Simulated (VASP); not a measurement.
# FeB (relaxed from the rock salt structure, space group Fm-3m): computed properties

Method: PBEsol GGA, VASP's PBE PAW potentials (set 64) (plane waves; VASP).

- space group: Fm-3m (225)
- cell: a = 4.054 Å, b = 4.054 Å, c = 4.054 Å, α = 90.00°, β = 90.00°, γ = 90.00°
- volume per atom: 8.33 Å^3/atom
- band gap (over mesh and band path): none (metal, semimetal or under 0.01 eV)
- cell moment: 0.99 μB
- density: 6.64 g/cm³

```yaml
crystal:
  lattice:
    - [0.00000, 2.02709, 2.02709]
    - [2.02709, 0.00000, 2.02709]
    - [2.02709, 2.02709, 0.00000]
  atoms:
    - { symbol: Fe, position: [0.00000, 0.00000, 0.00000], spin: 1.1 }
    - { symbol: B, position: [0.50000, 0.50000, 0.50000], spin: -0.1 }
```

The structure was generated: FeB was put into the rock salt type (Fm-3m), which need not be its known phase. It was relaxed first, which changed the volume by -34 %. Symmetry was kept, so distortions that lower it aren't found.
